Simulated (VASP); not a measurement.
Input:

```xyz
8
Lattice="5.9631 0.0000 0.0000 0.0000 5.9631 0.0000 0.0000 0.0000 5.9631" Properties=species:S:1:pos:R:3 pbc="T T T"
Zn     0.0000     0.0000     0.0000
Se     1.4172     1.4172     1.4172
Se     4.5459     4.5459     1.4172
Se     4.5459     1.4172     4.5459
Se     1.4172     4.5459     4.5459
Cd     2.9816     2.9816     0.0000
Cd     2.9816     0.0000     2.9816
Cd     0.0000     2.9816     2.9816
```

Method: PBEsol GGA, VASP's PBE PAW potentials (set 64) (plane waves; VASP). Settings: 400 eV cut-off, 4×4×4 Γ-centred mesh, tetrahedra with Blöchl corrections, potentials Zn Se Cd.

Estimate the energy per atom (σ→0), band gap (on the k-mesh) with the smallest direct gap where there is one.

The band gap (on the k-mesh) is 0.63 eV, the smallest direct gap (on the k-mesh) is 0.63 eV and the energy per atom (σ→0) is -3.154 eV/atom.

The absolute energy has meaning only against runs of the same code, potentials and settings.

The structure was generated: Cd3ZnSe4 was put into an ordered model structure (P-43m), which need not be its known phase. It was relaxed first.
